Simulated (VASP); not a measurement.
Consider the following.

```yaml
crystal:
  lattice:
    - [4.53076, 0.00000, 0.00000]
    - [-2.26538, 3.92376, 0.00000]
    - [0.00000, 0.00000, 6.31679]
  atoms:
    - { symbol: V, position: [0.00000, 0.50000, 0.16667] }
    - { symbol: V, position: [0.50000, 0.00000, 0.50000] }
    - { symbol: V, position: [0.50000, 0.50000, 0.83333] }
    - { symbol: Si, position: [0.83767, 0.67534, 0.50000] }
    - { symbol: Si, position: [0.16233, 0.83767, 0.83333] }
    - { symbol: Si, position: [0.32466, 0.16233, 0.16667] }
    - { symbol: Si, position: [0.16233, 0.32466, 0.50000] }
    - { symbol: Si, position: [0.83767, 0.16233, 0.83333] }
    - { symbol: Si, position: [0.67534, 0.83767, 0.16667] }
```

Level of theory: r2SCAN meta-GGA, VASP's PBE PAW potentials (set 64) (plane waves; VASP 6.6.1). Settings: 400 eV cut-off, 9×9×6 Γ-centred mesh, tetrahedra with Blöchl corrections, potentials V_sv Si.

Question: Predict the energy per atom (σ→0), band gap (over mesh and band path) with the smallest direct gap where there is one.

Answer: 
The band gap (over mesh and band path) is none (metal, semimetal or under 0.01 eV) and the energy per atom (σ→0) is -11018 meV/atom.

Only differences to runs with the same potentials and settings are physical.

The structure comes from a computed database's VSi2 entry (P6_222); how it stands against other phases isn't given here. It was relaxed first. The run is not spin-polarised, so no magnetic state was tried. The electron count is odd and the run is not spin-polarised, which forces a metal.
